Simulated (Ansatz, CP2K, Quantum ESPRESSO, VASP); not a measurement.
Code comparison for SrPd2 (P1, 6 atoms in the cell)

Self-consistent single point, at a second geometry (atoms moved at random). First geometry:

```yaml
crystal:
  lattice:
    - [0.00000, 3.93562, 3.93562]
    - [3.93562, 0.00000, 3.93562]
    - [3.93562, 3.93562, 0.00000]
  atoms:
    - { symbol: Sr, position: [0.75000, 0.75000, 0.75000] }
    - { symbol: Sr, position: [0.50000, 0.50000, 0.50000] }
    - { symbol: Pd, position: [0.12500, 0.62500, 0.12500] }
    - { symbol: Pd, position: [0.12500, 0.12500, 0.12500] }
    - { symbol: Pd, position: [0.62500, 0.12500, 0.12500] }
    - { symbol: Pd, position: [0.12500, 0.12500, 0.62500] }
```

Second geometry:
```
CELL_PARAMETERS angstrom
      0.00000     3.93562     3.93562
      3.93562     0.00000     3.93562
      3.93562     3.93562     0.00000
ATOMIC_POSITIONS crystal
  Sr 0.75101 0.75400 0.73491
  Sr 0.49500 0.49733 0.50067
  Pd 0.12879 0.63011 0.12152
  Pd 0.12969 0.12133 0.12807
  Pd 0.62254 0.13032 0.13249
  Pd 0.12297 0.11690 0.63234
```

Shared settings, as Ansatz (a quantum-chemistry and plane-wave program) writes them: kpoints.mp_grid.grid = 7 7 7; scf.occupations.method = gaussian; scf.occupations.width = 0.136 eV. Potentials and cutoffs stand in the table.

```csv
code,model,ΔF from the first geometry (meV/atom),pressure (GPa),largest force (eV/Å),cutoff
VASP,"PBEsol, VASP's PBE PAW potentials (set 64)",5.6,-3.01,0.333,300 eV
Ansatz,"PBEsol, PAW files made with PBE",5.6,-3.06,0.340,default
CP2K,"PBEsol, GPW, DZVP-MOLOPT-SR-GTH basis, GTH-PBE potentials (GTH_POTENTIALS)",6.0,-2.05,0.368,grid 500 Ry
Quantum ESPRESSO,"PBEsol, GBRV 1.5 ultrasoft (PBESOL) pseudopotentials",5.7,-2.88,0.349,40 Ry
```

Size of the force on each atom (eV/Å): Sizes of forces hide their directions.

```csv
code,Sr1,Sr2,Pd3,Pd4,Pd5,Pd6
VASP,0.327,0.170,0.333,0.162,0.221,0.291
Ansatz,0.319,0.166,0.340,0.162,0.215,0.296
CP2K,0.348,0.183,0.368,0.179,0.231,0.317
Quantum ESPRESSO,0.319,0.166,0.349,0.166,0.216,0.304
```

On Ansatz's run: spin polarisation is off.

The spread over the programs that give each value: ΔF from the first geometry within 0.4 meV/atom; pressure within 1.01 GPa; largest force within 0.035 eV/Å.

CP2K uses small atom-centred bases, whose incompleteness enters pressures, forces and empty levels differently from a plane-wave cutoff. Ansatz's pressure is given at a fixed set of plane waves, as the other plane-wave codes print theirs.

VASP's run is marked for a possible Pulay error in its stress at this cutoff; no cutoff test was made.

The starting cell comes from a database of computed structures (which also holds hypothetical and non-ambient phases and stackings), without a prior relaxation at this level. For this run, on top of that: atoms moved at random.

Left out of this page: SIESTA (not drawn, or without a comparable value).

Keys are those of Ansatz 0.2.
